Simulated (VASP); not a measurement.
Computed with PBE GGA with D4 dispersion, VASP's PBE PAW potentials (set 64) (plane waves; VASP).

The input files of a VASP run:

File POSCAR:
```
NiO
1
    4.1604006493     2.0786564100     2.0786564100
    2.0786564100     4.1604006493     2.0786564100
    2.0786564100     2.0786564100     4.1604006493
Ni O
2 2
Direct
  0.0000000000   0.0000000000   0.0000000000
  0.5000000000   0.5000000000   0.5000000000
  0.2500000000   0.2500000000   0.2500000000
  0.7500000000   0.7500000000   0.7500000000
```

**INCAR**
```
! general
SYSTEM =NiO
PREC   =Accurate
ENCUT  =520
LREAL  =.False.
LASPH  =.True.
ICHARG =11

! electronic loop
EDIFF  =1E-7
NELM   =100
ALGO   =Normal
LMAXMIX=4

! smearing
ISMEAR =0
SIGMA  =0.05

! functional
GGA    =PE
IVDW   =13

! spin
ISPIN  =2
MAGMOM =1.3 -1.3 2*0.0

! output
LWAVE  =.False.
LCHARG =.False.
LORBIT =11
```

### KPOINTS
```
k-points along high-symmetry lines
12
Line-mode
Reciprocal
  0.000000   0.000000   0.000000 ! GAMMA
  0.500000   0.500000   0.500000 ! T

  0.500000   0.500000   0.500000 ! T
  0.812500   0.187500   0.500000 ! H_2

  0.500000  -0.187500   0.187500 ! H_0
  0.500000  -0.000000  -0.000000 ! L

  0.500000  -0.000000  -0.000000 ! L
  0.000000   0.000000   0.000000 ! GAMMA

  0.000000   0.000000   0.000000 ! GAMMA
  0.343750  -0.343750   0.000000 ! S_0

  0.656250   0.000000   0.343750 ! S_2
  0.500000   0.000000   0.500000 ! F

  0.500000   0.000000   0.500000 ! F
  0.000000   0.000000   0.000000 ! GAMMA
```

POTCAR, in this order: Ni O (PBE.64 set). Program: vasp_std. Read from the step before: CHGCAR.

The run wrote:

File OUTCAR:
```
 ion  position               nearest neighbor table
   1  0.000  0.000  0.000-   4 2.08   4 2.08   4 2.08   3 2.08   3 2.08   3 2.08   2 2.94   2 2.94
                             2 2.94   2 2.94   2 2.94   2 2.94
   2  0.500  0.500  0.500-   3 2.08   3 2.08   3 2.08   4 2.08   4 2.08   4 2.08   1 2.94   1 2.94
                             1 2.94   1 2.94   1 2.94   1 2.94
   3  0.250  0.250  0.250-   1 2.08   1 2.08   1 2.08   2 2.08   2 2.08   2 2.08
   4  0.750  0.750  0.750-   2 2.08   2 2.08   2 2.08   1 2.08   1 2.08   1 2.08
  LATTYP: Found a trigonal (rhomboedric) cell.
 ALAT       =     5.0941690691
 COS(alpha) =     0.8330032443
 Subroutine PRICEL returns following result:
  LATTYP: Found a trigonal (rhomboedric) cell.
 ALAT       =     2.9418479167
 COS(alpha) =     0.4992576673
 Subroutine GETGRP returns: Found 12 space group operations
The static configuration has the point symmetry D_3d.
The dynamic configuration has the point symmetry D_3d.
The overall configuration has the point symmetry D_3d.
 Subroutine INISYM returns: Found 12 space group operations
   k-points           NKPTS =     84   k-points in BZ     NKDIM =     84   number of bands    NBANDS=     20
   number of dos      NEDOS =    301   number of ions     NIONS =      4
   total plane-waves  NPLWV =  64000
   dimension x,y,z NGX =    40 NGY =   40 NGZ =   40
   dimension x,y,z NGXF=    80 NGYF=   80 NGZF=   80
   ions per type =               2   2
   PREC   = accura    normal or accurate (medium, high low for compatibility)
   ISTART =      0    job   : 0-new  1-cont  2-samecut
   ICHARG =     11    charge: 1-file 2-atom 10-const
   ISPIN  =      2    spin polarized calculation?
   LNONCOLLINEAR =      F non collinear calculations
   LSORBIT =      F    spin-orbit coupling
   INIWAV =      1    electr: 0-lowe 1-rand  2-diag
   ENCUT  =  520.0 eV  38.22 Ry    6.18 a.u.   9.47  9.47  9.47*2*pi/ulx,y,z
   NELM   =    100;   NELMIN=  2; NELMDL= -5     # of ELM steps
   EDIFF  = 0.1E-06   stopping-criterion for ELM
   LREAL  =      F    real-space projection
   NLSPLINE    = F    spline interpolate recip. space projectors
   LMAXMIX     =    4 max onsite mixed and CHGCAR
   VOSKOWN=      0    Vosko Wilk Nusair interpolation
   EDIFFG = 0.1E-05   stopping-criterion for IOM
   NSW    =      0    number of steps for IOM
   NBLOCK =      1;   KBLOCK =      1    inner block; outer block
   IBRION =     -1    ionic relax: 0-MD 1-quasi-New 2-CG
   NFREE  =      0    steps in history (QN), initial steepest desc. (CG)
   ISIF   =      2    stress and relaxation
   ISYM   =      2    0-nonsym 1-usesym 2-fastsym
   TEIN   =    0.0    initial temperature
   TEBEG  =    0.0;   TEEND  =   0.0 temperature during run
   SMASS  =  -3.00    Nose mass-parameter (am)
   PSTRESS=    0.0 pullay stress
   NELECT =      32.0000    total number of electrons
   EFERMI =   0.00;   METHOD = LEGACY
   ISMEAR =     0;   SIGMA  =   0.05  broadening in eV -4-tet -1-fermi 0-gaus
   IALGO  =     38    algorithm
   LDIAG  =      T    sub-space diagonalisation (order eigenvalues)
   IMIX   =      4    mixing-type and parameters
     AMIX     =   0.40;   BMIX     =  1.00
     AMIX_MAG =   1.60;   BMIX_MAG =  1.00
     AMIN     =   0.10
   GGA     = PE    functional components
   VOSKOWN =     0    Vosko Wilk Nusair interpolation
   LHFCALC =     F    Hartree Fock is set to
   LHFONE  =     F    Hartree Fock one center treatment
   AEXX    =    0.0000 exact exchange contribution
   IVDW    =    13    specifies the selected vdW correction
   LEPSILON=     F    determine dielectric tensor
   LRPA    =     F    only Hartree local field effects (RPA)
  energy-cutoff  :      520.00
  volume of cell :       36.05
      direct lattice vectors                 reciprocal lattice vectors
     4.160400649  2.078656410  2.078656410     0.360319387 -0.120047019 -0.120047019
     2.078656410  4.160400649  2.078656410    -0.120047019  0.360319387 -0.120047019
     2.078656410  2.078656410  4.160400649    -0.120047019 -0.120047019  0.360319387
 k-point     1 :   0.0000 0.0000 0.0000  plane waves:    1007
 k-point     2 :   0.0455 0.0455 0.0455  plane waves:    1007
...
```

### OSZICAR
```
       N       E                     dE             d eps       ncg     rms          rms(c)
DAV:   1     0.238428759513E+03    0.23843E+03   -0.15891E+04  6784   0.213E+03
DAV:   2     0.210218431694E+01   -0.23633E+03   -0.22338E+03  7096   0.411E+02
DAV:   3    -0.218648651477E+02   -0.23967E+02   -0.22509E+02  7432   0.143E+02
DAV:   4    -0.225998103661E+02   -0.73495E+00   -0.73160E+00  7480   0.257E+01
DAV:   5    -0.226191593226E+02   -0.19349E-01   -0.19344E-01  8208   0.406E+00
DAV:   6    -0.226199527086E+02   -0.79339E-03   -0.79335E-03  8300   0.735E-01
DAV:   7    -0.226199902350E+02   -0.37526E-04   -0.37526E-04  9096   0.136E-01
DAV:   8    -0.226199911093E+02   -0.87426E-06   -0.87419E-06  7604   0.159E-02
DAV:   9    -0.226199911336E+02   -0.24271E-07   -0.24326E-07  4888   0.219E-03
   1 F= -.23876454E+02 E0= -.23876454E+02  d E =-.187962E-16  mag=     0.0000
```

### OUTCAR
```



 magnetization (x)

# of ion       s       p       d       tot
------------------------------------------
    1       -0.005  -0.014   1.291   1.272
    2        0.005   0.014  -1.291  -1.272
    3        0.000   0.000   0.000   0.000
    4        0.000   0.000   0.000   0.000
--------------------------------------------------
tot          0.000  -0.000   0.000  -0.000
```
(Selected blocks of OUTCAR.)

OUTCAR:
```
 val. band max:        7.4962992309   @ k =   0.2273   0.0000   0.2273

 cond. band min:       8.7108065518   @ k =   0.2500  -0.2500   0.0000



 spin component 1

 k-point     1 :       0.0000    0.0000    0.0000
  band No.  band energies     occupation
      1     -12.2594      1.00000
      2     -10.8326      1.00000
      3      -0.1053      1.00000
      4       2.5058      1.00000
      5       2.5058      1.00000
      6       5.1876      1.00000
      7       5.1876      1.00000
      8       5.2027      1.00000
      9       5.6457      1.00000
     10       5.6457      1.00000
     11       5.7367      1.00000
     12       5.9756      1.00000
     13       5.9756      1.00000
     14       6.9093      1.00000
     15       6.9095      1.00000
     16       7.1951      1.00000
     17       9.5967      0.00000
     18       9.5970      0.00000
     19       9.7989      0.00000
     20      13.7370      0.00000

 k-point     2 :       0.0455    0.0455    0.0455
  band No.  band energies     occupation
      1     -12.2533      1.00000
      2     -10.8415      1.00000
      3      -0.0851      1.00000
      4       2.5122      1.00000
      5       2.5122      1.00000
      6       5.1268      1.00000
      7       5.1344      1.00000
      8       5.1344      1.00000
      9       5.6479      1.00000
     10       5.6480      1.00000
     11       5.7724      1.00000
     12       6.0286      1.00000
     13       6.0287      1.00000
     14       6.9077      1.00000
     15       6.9078      1.00000
     16       7.1888      1.00000
     17       9.5882      0.00000
     18       9.5885      0.00000
     19       9.8401      0.00000
     20      13.7356      0.00000

 k-point     3 :       0.0909    0.0909    0.0909
  band No.  band energies     occupation
      1     -12.2349      1.00000
      2     -10.8678      1.00000
      3      -0.0247      1.00000
      4       2.5313      1.00000
...
```

The density is held fixed in this step, so its total energy and stress have no physical meaning.

The compound is NiO in the rock salt, AFM-II order structure. It was relaxed first.
